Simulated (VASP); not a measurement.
Calculation: vdW-DF2, VASP's PBE PAW potentials (set 64) (plane waves; VASP).

A VASP calculation is set up with these files.

KPOINTS:
```
Regular mesh
0
gamma
 12 12 9
0 0 0
```

### INCAR
```
# general
SYSTEM  =TiB2
PREC    =Accurate
ENCUT   =520
LREAL   =F
LASPH   =T

# electronic loop
EDIFF   =1E-7
NELM    =100
ALGO    =Normal
LMAXMIX =4

# smearing
ISMEAR  =1
SIGMA   =0.1

# functional
GGA     =ML
LUSE_VDW=T
AGGAC   =0.0
ZAB_VDW =-1.8867

# ions
IBRION  =2
NSW     =30
ISIF    =4
EDIFFG  =-0.01

# output
LWAVE   =F
LCHARG  =F
```

POSCAR:
```
TiB2
1.0
  1.4894752053  -2.5798467585   0.0000000000
  1.4894752053   2.5798467585   0.0000000000
  0.0000000000   0.0000000000   3.2413260482
Ti B
1 2
Cartesian
  2.9789504106   0.0000000000   0.0000000000
  1.4894752053   0.8599506394   1.6206630241
  1.4894752053  -0.8599506394   1.6206630241
```

POTCAR, in this order: Ti_sv B (PBE.64 set). Program: vasp_std.

Problem. What will the output report for the number of irreducible k-points (NKPTS), largest plane-wave count, number of space-group operations, FFT grid (NGX, NGY, NGZ)?

Solution. 
```json
{
 "number of irreducible k-points (NKPTS)": "95",
 "largest_plane_wave_count": "690",
 "number_of_space_group_operations": "24",
 "FFT grid (NGX, NGY, NGZ)": "24 × 24 × 24"
}
```

The compound is TiB2 in the AlB2 type structure. This cell is one point of a volume scan, at 0.94 of the reference volume. Symmetry was kept, so distortions that lower it aren't found.
